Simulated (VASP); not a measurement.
## La5Ge3 with PBEsol: from relaxation to properties

What structure does La5Ge3 take at this level, and what are its properties? The steps: relaxing cell and atoms (PBEsol), second relaxation, single point with fields (PBEsol), bands along the symmetry lines (PBEsol), total and projected DOS (PBEsol), optical spectrum (PBEsol), volume scan with PBEsol and fit for PBEsol. Left out of this account: 1 further run (relaxation: it shows nothing beyond the runs told). The start is a computed cell from the Materials Project.

Program: VASP 6.6.1. Level of theory: PBEsol; plane waves and PAW (La, Ge_d). Results are calculated unless marked as measured.

**1. The structure**

Before any relaxation, the start is as follows. Symmetry: P6_3/mcm, No. 193, hexagonal system. Conventional cell: a = 9.016 Å, b = 9.016 Å, c = 6.963 Å, α = 90.00°, β = 90.00°, γ = 120.00°. Nearest to La lie 6 Ge at 3.28 Å and 2 La at 3.48 Å. La has 3 Ge at 3.10 to 3.24 Å nearest. Nearest to Ge lie 7 La at 3.10 to 3.28 Å. Farther neighbours are not listed.

**2. Relaxing cell and atoms (PBEsol)**

The start need not lie at this functional's minimum. ISIF = 3 frees volume, shape and positions, and EDIFFG sets the threshold on forces and stress at which the search stops. PBEsol restores the gradient expansion of exchange and is tuned for the cells of solids.

File INCAR:

```
SYSTEM = La5Ge3
PREC = Accurate
ENCUT = 410
EDIFF = 1E-06
NELM = 100
ISMEAR = 1
SIGMA = 0.2
LREAL = .FALSE.
ALGO = Normal
GGA = PS
NBANDS = 120
LASPH = .TRUE.
LORBIT = 11
LWAVE = .FALSE.
LCHARG = .FALSE.
KPAR = 4
NCORE = 2
IBRION = 2
NSW = 60
ISIF = 3
EDIFFG = -0.01
```

File POSCAR:

```
La5Ge3
1.0
    9.0162770756      0.0000000000      0.0000000000
   -4.5081385378      7.8083249951      0.0000000000
    0.0000000000      0.0000000000      6.9632608603
La Ge
10 6
Direct
    0.6666666700      0.3333333300      0.0000000000
    0.3333333300      0.6666666700      0.0000000000
    0.3333333300      0.6666666700      0.5000000000
    0.6666666700      0.3333333300      0.5000000000
    0.7505812700      0.7505812700      0.7500000000
    0.2494187300      0.0000000000      0.7500000000
    0.0000000000      0.2494187300      0.7500000000
    0.2494187300      0.2494187300      0.2500000000
    0.7505812700      0.0000000000      0.2500000000
    0.0000000000      0.7505812700      0.2500000000
    0.3917622300      0.3917622300      0.7500000000
    0.6082377700      0.0000000000      0.7500000000
    0.0000000000      0.6082377700      0.7500000000
    0.6082377700      0.6082377700      0.2500000000
    0.3917622300      0.0000000000      0.2500000000
    0.0000000000      0.3917622300      0.2500000000
```

File KPOINTS:

```
Automatic mesh
0
Gamma
3 3 4
0 0 0
```

The projector-augmented-wave data sets are La and Ge_d (PBE family, release 64).

Run with:

```
mpirun -np 8 vasp_std
```

Log:

```text
[banner, memory and clock lines left out]
running    8 mpi-ranks, on    1 nodes
 distrk:  each k-point on    2 cores,    4 groups
 distr:  one band on    2 cores,    1 groups

 POSCAR found type information on POSCAR LaGe
 POSCAR found :  2 types and      16 ions
|                                                                             |
|               ----> ADVICE to this user running VASP <----                  |
|                                                                             |
|     You enforced a specific xc type in the INCAR file but a different       |
|     [... a line on the potential file left out ...]
|     I HOPE YOU KNOW WHAT YOU ARE DOING!                                     |
|                                                                             |

 LDA part: xc-table for (Slater+PW92), standard interpolation
 POSCAR, INCAR and KPOINTS ok, starting setup
 FFT: planning ... GRIDC
 FFT: planning ... GRID_SOFT
 FFT: planning ... GRID
 WAVECAR not read
 entering main loop
       N       E                     dE             d eps       ncg     rms          rms(c)
DAV:   1     0.272082247128E+04    0.27208E+04   -0.60958E+04  2264   0.253E+03
DAV:   2     0.101419910840E+04   -0.17066E+04   -0.15983E+04  2552   0.669E+02
DAV:   3     0.102791714690E+03   -0.91141E+03   -0.89572E+03  3312   0.344E+02
DAV:   4    -0.737949791151E+02   -0.17659E+03   -0.17179E+03  3632   0.172E+02
DAV:   5    -0.917008211409E+02   -0.17906E+02   -0.17378E+02  4048   0.640E+01    0.115E+01
DAV:   6    -0.931371389692E+02   -0.14363E+01   -0.46842E+01  4304   0.252E+01    0.572E+00
DAV:   7    -0.936702057480E+02   -0.53307E+00   -0.13042E+01  4312   0.152E+01    0.317E+00
DAV:   8    -0.939076311834E+02   -0.23743E+00   -0.35960E+00  4048   0.782E+00    0.111E+00
DAV:   9    -0.939689867081E+02   -0.61356E-01   -0.95218E-01  4320   0.414E+00    0.717E-01
DAV:  10    -0.939962616076E+02   -0.27275E-01   -0.30184E-01  4320   0.203E+00    0.483E-01
DAV:  11    -0.940094051986E+02   -0.13144E-01   -0.12169E-01  4320   0.123E+00    0.252E-01
DAV:  12    -0.940156637635E+02   -0.62586E-02   -0.51745E-02  4320   0.730E-01    0.156E-01
DAV:  13    -0.940196446945E+02   -0.39809E-02   -0.34069E-02  4160   0.536E-01    0.672E-02
DAV:  14    -0.940207093967E+02   -0.10647E-02   -0.11312E-02  4304   0.379E-01    0.507E-02
DAV:  15    -0.940214246354E+02   -0.71524E-03   -0.71267E-03  4088   0.234E-01    0.191E-02
DAV:  16    -0.940216866173E+02   -0.26198E-03   -0.31096E-03  4160   0.177E-01    0.157E-02
DAV:  17    -0.940217356869E+02   -0.49070E-04   -0.82052E-04  3184   0.109E-01    0.343E-02
DAV:  18    -0.940218026750E+02   -0.66988E-04   -0.43732E-04  3224   0.571E-02    0.138E-02
DAV:  19    -0.940218147968E+02   -0.12122E-04   -0.12465E-04  2904   0.423E-02    0.175E-02
DAV:  20    -0.940218335907E+02   -0.18794E-04   -0.12013E-04  3328   0.287E-02    0.512E-03
DAV:  21    -0.940218394022E+02   -0.58115E-05   -0.95103E-05  3448   0.290E-02    0.987E-03
DAV:  22    -0.940218399907E+02   -0.58854E-06   -0.28349E-05  2992   0.227E-02    0.367E-03
DAV:  23    -0.940218419904E+02   -0.19997E-05   -0.10645E-05  2576   0.125E-02    0.445E-03
DAV:  24    -0.940218418213E+02    0.16909E-06   -0.25739E-06  1928   0.106E-02
   1 F= -.94021842E+02 E0= -.94006820E+02  d E =-.940218E+02
 curvature:   0.00 expect dE= 0.000E+00 dE for cont linesearch  0.000E+00
 trial: gam= 0.00000 g(F)=  0.197E-02 g(S)=  0.549E+00 ort = 0.000E+00 (trialstep = 0.100E+01)
 search vector abs. value=  0.551E+00
 bond charge predicted
       N       E                     dE             d eps       ncg     rms          rms(c)
DAV:   1    -0.101517187530E+03   -0.74953E+01   -0.16541E+02  2728   0.662E+01    0.152E+01
DAV:   2    -0.961921790767E+02    0.53250E+01   -0.17503E+01  3392   0.300E+01    0.796E+00
DAV:   3    -0.942565063931E+02    0.19357E+01   -0.81304E+00  3216   0.141E+01    0.199E+00
DAV:   4    -0.942105827388E+02    0.45924E-01   -0.59530E-01  3672   0.386E+00    0.140E+00
DAV:   5    -0.941787725911E+02    0.31810E-01   -0.16515E-01  3984   0.173E+00    0.899E-01
DAV:   6    -0.941716838939E+02    0.70887E-02   -0.50222E-02  3640   0.115E+00    0.335E-01
DAV:   7    -0.941720978798E+02   -0.41399E-03   -0.15149E-02  3728   0.514E-01    0.129E-01
DAV:   8    -0.941723198394E+02   -0.22196E-03   -0.40671E-03  3864   0.291E-01    0.919E-02
DAV:   9    -0.941725921790E+02   -0.27234E-03   -0.13721E-03  4296   0.143E-01    0.661E-02
DAV:  10    -0.941728127743E+02   -0.22060E-03   -0.19999E-03  3768   0.130E-01    0.205E-02
DAV:  11    -0.941728341889E+02   -0.21415E-04   -0.33959E-04  3888   0.885E-02    0.222E-02
DAV:  12    -0.941728747404E+02   -0.40552E-04   -0.35384E-04  3408   0.515E-02    0.606E-03
DAV:  13    -0.941728832342E+02   -0.84938E-05   -0.99928E-05  3472   0.376E-02    0.513E-03
DAV:  14    -0.941728852882E+02   -0.20540E-05   -0.18600E-05  2480   0.164E-02    0.322E-03
DAV:  15    -0.941728858140E+02   -0.52583E-06   -0.56248E-06  1776   0.107E-02
   2 F= -.94172886E+02 E0= -.94153501E+02  d E =-.151044E+00
[... from here on, the cycles between the ionic steps are left out ...]
   3 F= -.94214943E+02 E0= -.94196499E+02  d E =-.193101E+00
   4 F= -.94228725E+02 E0= -.94211086E+02  d E =-.137825E-01
   5 F= -.94233792E+02 E0= -.94216374E+02  d E =-.188497E-01
   6 F= -.94233853E+02 E0= -.94216459E+02  d E =-.189102E-01
   7 F= -.94235257E+02 E0= -.94218094E+02  d E =-.140437E-02
   8 F= -.94238687E+02 E0= -.94222117E+02  d E =-.483377E-02
   9 F= -.94241682E+02 E0= -.94225800E+02  d E =-.782943E-02
  10 F= -.94241706E+02 E0= -.94225848E+02  d E =-.785307E-02
  11 F= -.94241717E+02 E0= -.94225672E+02  d E =-.109092E-04
 trial-energy change:   -0.000011  1 .order   -0.000022   -0.000264    0.000220
 step:   1.6955(harm=  1.8090)  dis= 0.00120  next Energy=   -94.241772 (dE=-0.659E-04)
 bond charge predicted
       N       E                     dE             d eps       ncg     rms          rms(c)
DAV:   1    -0.942420308557E+02   -0.31490E-03   -0.32907E-02  2912   0.822E-01    0.166E-01
DAV:   2    -0.942419150507E+02    0.11581E-03   -0.73600E-03  3888   0.529E-01    0.675E-02
DAV:   3    -0.942418077624E+02    0.10729E-03   -0.63107E-04  3976   0.179E-01    0.318E-02
DAV:   4    -0.942417844150E+02    0.23347E-04   -0.97469E-05  3864   0.524E-02    0.152E-02
DAV:   5    -0.942417776293E+02    0.67857E-05   -0.21392E-05  3392   0.219E-02    0.796E-03
DAV:   6    -0.942417755863E+02    0.20430E-05   -0.78749E-06  2968   0.140E-02    0.400E-03
DAV:   7    -0.942417743520E+02    0.12343E-05   -0.10191E-06  1544   0.999E-03    0.111E-03
DAV:   8    -0.942417741112E+02    0.24086E-06   -0.55222E-07  1272   0.741E-03
  12 F= -.94241774E+02 E0= -.94225819E+02  d E =-.682783E-04
 curvature:  -1.01 expect dE=-0.925E-04 dE for cont linesearch -0.157E-06
 trial: gam= 1.12555 g(F)=  0.252E-04 g(S)=  0.667E-04 ort = 0.373E-05 (trialstep = 0.125E+01)
 search vector abs. value=  0.213E-03
 reached required accuracy - stopping structural energy minimisation
```

The job ended after 27 min (8 MPI ranks of AMD EPYC 7R43, shared host; peak memory 3.4 GiB; 3.6 h of CPU time).

Lines that name or quote the potential files are left out of all logs, and their timing lines are given in words.

Parts of OUTCAR (step 2):

```text
ion  position               nearest neighbor table
   1  0.667  0.333  0.000-  16 3.28  12 3.28  13 3.28  15 3.28  11 3.28  14 3.28   4 3.48   4 3.48

  LATTYP: Found a hexagonal cell.
 ALAT       =     9.0162770756
 C/A-ratio  =     0.7722988992

 Subroutine GETGRP returns: Found 24 space group operations
 (whereof 12 operations were pure point group operations)

The static configuration has the point symmetry D_3d.
 The point group associated with its full space group is D_6h.

 Found      9 irreducible k-points:

   k-points           NKPTS =      9   k-points in BZ     NKDIM =      9   number of bands    NBANDS=    120

   dimension x,y,z NGX =    60 NGY =   60 NGZ =   48
   dimension x,y,z NGXF=   120 NGYF=  120 NGZF=   96

   ENCUT  =  410.0 eV  30.13 Ry    5.49 a.u.  14.89 14.89 11.50*2*pi/ulx,y,z

   NELECT =     194.0000    total number of electrons

 k-points in reciprocal lattice and weights: Automatic mesh
   0.00000000  0.00000000  0.00000000       0.028
   0.33333333  0.00000000  0.00000000       0.167
   0.33333333  0.33333333  0.00000000       0.056
   0.00000000  0.00000000  0.25000000       0.056
   0.33333333  0.00000000  0.25000000       0.333
   0.33333333  0.33333333  0.25000000       0.111
   0.00000000  0.00000000  0.50000000       0.028
   0.33333333  0.00000000  0.50000000       0.167
   0.33333333  0.33333333  0.50000000       0.056

 average (electrostatic) potential at core
       1 -96.1693       2 -96.1693       3 -96.1693       4 -96.1693       5 -96.4069
       6 -96.4070       7 -96.4070       8 -96.4069       9 -96.4070      10 -96.4070
      11 -70.1485      12 -70.1485      13 -70.1485      14 -70.1485      15 -70.1485
      16 -70.1485

 E-fermi :   7.6046

 k-point     1 :       0.0000    0.0000    0.0000
  band No.  band energies     occupation
    ...
     97       7.4690      1.90371
     98       7.4690      1.90371
     99       7.6178      0.88801
    100       7.6178      0.88800
    101       7.6611      0.54191
    102       7.8760     -0.06641
    103       7.9467     -0.03615
    104       8.5082     -0.00000
    105       8.7829     -0.00000
    106       8.7829     -0.00000
    ...

 k-point     2 :       0.3333    0.0000    0.0000
  band No.  band energies     occupation
    ...
     94       7.1383      2.00476
     95       7.1452      2.00547
     96       7.4103      2.04379
     97       7.5285      1.59496
     98       7.6065      0.98360
     99       7.6669      0.49966
    100       7.6887      0.35283
    101       7.7306      0.13363
    102       7.9202     -0.04816
    103       8.2880     -0.00002
    ...

 k-point     3 :       0.3333    0.3333    0.0000
  band No.  band energies     occupation
    ...
     94       7.2506      2.03123
     95       7.2506      2.03124
     96       7.4762      1.87589
     97       7.5766      1.23395
     98       7.6467      0.65232
     99       7.7204      0.17925
    100       7.8500     -0.07091
    101       7.8500     -0.07091
    102       7.8598     -0.07015
    103       8.3690     -0.00000
    ...

  Total        0.0936182      0.0936182      0.0678030     -0.0000000      0.0000000     -0.0000000
  in kB        0.3230464      0.3230464      0.2339664     -0.0000000      0.0000000     -0.0000000
  external PRESSURE =       0.2933531 kB  Pullay stress =       0.0000000 kB

  energy-cutoff  :      410.00
  volume of cell :      464.31
      direct lattice vectors                 reciprocal lattice vectors
     8.933780392 -0.000000000  0.000000000     0.111934697  0.064625527  0.000000000
    -4.466890196  7.736880771 -0.000000000     0.000000000  0.129251055  0.000000000
     0.000000000 -0.000000000  6.717453731    -0.000000000  0.000000000  0.148865930

 POSITION                                       TOTAL-FORCE (eV/Angst)
 -----------------------------------------------------------------------------------
      4.46689      2.57896      0.00000         0.000000     -0.000000     -0.000000
     -0.00000      5.15792     -0.00000         0.000000     -0.000000     -0.000000
     -0.00000      5.15792      3.35873         0.000000     -0.000000     -0.000000
      4.46689      2.57896      3.35873         0.000000     -0.000000     -0.000000
      3.33582      5.77781      5.03809        -0.003772     -0.006534     -0.000000
      2.26214     -0.00000      5.03809         0.007545     -0.000000      0.000000
     -1.13107      1.95907      5.03809        -0.003772      0.006534     -0.000000
      1.13107      1.95907      1.67936         0.003772      0.006534      0.000000
      6.67165     -0.00000      1.67936        -0.007545     -0.000000     -0.000000
     -3.33582      5.77781      1.67936         0.003772     -0.006534      0.000000
      1.73814      3.01055      5.03809         0.002748      0.004759      0.000000
      5.45750     -0.00000      5.03809        -0.005495     -0.000000     -0.000000
     -2.72875      4.72633      5.03809         0.002748     -0.004759      0.000000
      2.72875      4.72633      1.67936        -0.002748     -0.004759     -0.000000
      3.47628     -0.00000      1.67936         0.005495     -0.000000      0.000000
     -1.73814      3.01055      1.67936        -0.002748      0.004759     -0.000000
 -----------------------------------------------------------------------------------
    total drift:                                0.000000      0.000000     -0.000000

  FREE ENERGIE OF THE ION-ELECTRON SYSTEM (eV)
  ---------------------------------------------------
  free  energy   TOTEN  =       -94.2417741112 eV

  energy  without entropy=      -94.1939097740  energy(sigma->0) =      -94.22581933

 reached required accuracy - stopping structural energy minimisation

 total charge
# of ion       s       p       d       f       tot
--------------------------------------------------
    1        2.062   5.596   0.819   0.136   8.613
    2        2.062   5.596   0.819   0.136   8.613
    3        2.062   5.596   0.819   0.136   8.613
    4        2.062   5.596   0.819   0.136   8.613
    5        2.058   5.604   0.770   0.100   8.533
    6        2.058   5.604   0.770   0.100   8.533
    7        2.058   5.604   0.770   0.100   8.533
    8        2.058   5.604   0.770   0.100   8.533
    9        2.058   5.604   0.770   0.100   8.533
   10        2.058   5.604   0.770   0.100   8.533
   11        1.146   1.245   9.975   0.000  12.366
   12        1.146   1.245   9.975   0.000  12.366
   13        1.146   1.245   9.975   0.000  12.366
   14        1.146   1.245   9.975   0.000  12.366
   15        1.146   1.245   9.975   0.000  12.366
   16        1.146   1.245   9.975   0.000  12.366
--------------------------------------------------
tot         27.473  63.479  67.741   1.149 159.842

[... 3 further parts left out ...]
```

The k-mesh is coarse for a metal. The PAW data sets were made with PBE, which is usual practice but a small mismatch for other functionals. The run keeps the 24 symmetry operations of its start, so it cannot find a distortion of lower symmetry.

The steps of the relaxation:

```csv
step,energy less that of the first step (eV),largest force (eV/Å),pressure (GPa),volume (Å³)
1,0.0000,0.0816,-2.55,490.23
2,-0.1510,0.0739,1.34,456.48
3,-0.1931,0.0563,0.01,466.84
4,-0.2069,0.0463,0.00,465.89
5,-0.2119,0.0602,0.00,464.70
6,-0.2120,0.0545,0.00,464.80
7,-0.2134,0.0486,0.00,464.79
8,-0.2168,0.0312,-0.01,464.75
9,-0.2198,0.0120,-0.02,464.65
10,-0.2199,0.0111,-0.02,464.64
11,-0.2199,0.0011,0.06,463.99
12,-0.2199,0.0075,0.03,464.31
```

```csv
"conventional cell, symmetrised",before,after,change
a (Å),9.016,8.934,-0.9 %
b (Å),9.016,8.934,-0.9 %
c (Å),6.963,6.717,-3.5 %
volume (Å³/atom),30.64,29.02,-5.3 %
```

The atoms that moved most (Å, as changes of fractional coordinates times the final cell):

```csv
atom,dx,dy,dz,length
La7,-0.017,0.029,0.000,0.034
La10,0.017,-0.029,0.000,0.034
La6,0.034,0.000,0.000,0.034
La9,-0.034,0.000,0.000,0.034
La8,0.017,0.029,0.000,0.034
La5,-0.017,-0.029,0.000,0.034
Ge16,0.012,-0.020,0.000,0.024
Ge13,-0.012,0.020,0.000,0.024
```

The relaxed structure:

```xyz
16
Lattice="8.9338 0.0000 0.0000 -4.4669 7.7369 0.0000 0.0000 0.0000 6.7175" Properties=species:S:1:pos:R:3 pbc="T T T"
La    4.4669    2.5790    0.0000
La    0.0000    5.1579    0.0000
La    0.0000    5.1579    3.3587
La    4.4669    2.5790    3.3587
La    3.3358    5.7778    5.0381
La    2.2621    0.0000    5.0381
La   -1.1311    1.9591    5.0381
La    1.1311    1.9591    1.6794
La    6.6716    0.0000    1.6794
La   -3.3358    5.7778    1.6794
Ge    1.7381    3.0105    5.0381
Ge    5.4575    0.0000    5.0381
Ge   -2.7288    4.7263    5.0381
Ge    2.7288    4.7263    1.6794
Ge    3.4763    0.0000    1.6794
Ge   -1.7381    3.0105    1.6794
```

Numbers from this step:

* electrons: 194
* bands: 120
* irreducible k-points: 9
* symmetry operations: 24
* free energy (TOTEN): -94.2418 eV
* energy at zero smearing: -94.2258 eV
* Fermi energy: 7.605 eV
* pressure: 0.02934 GPa
* metallic: yes
* SCF cycles over all ionic steps: 121

It ends with a largest force of 0.008 eV/Å and a pressure of 0.03 GPa.

(Continued in part 2 of 6.)

[Lines on the potential files, build, host, timing and source positions are cut from VASP's logs without a mark.]

[Logs are printed without paths, hosts, clocks, repeated set-up lines and the standing remarks that a program may print on its own settings, such as how far it seeks lower states.]

[Hosts, paths, dates, database ids (printed as entryN), source tags and the programs' standing remarks are cut or masked in the printed files.]

[A measured line is paired with the nearest computed mode of its activity, which favours agreement.]

[In band tables of VASP the shares of atoms and orbitals are scaled to a sum of 1 inside the atoms' spheres.]
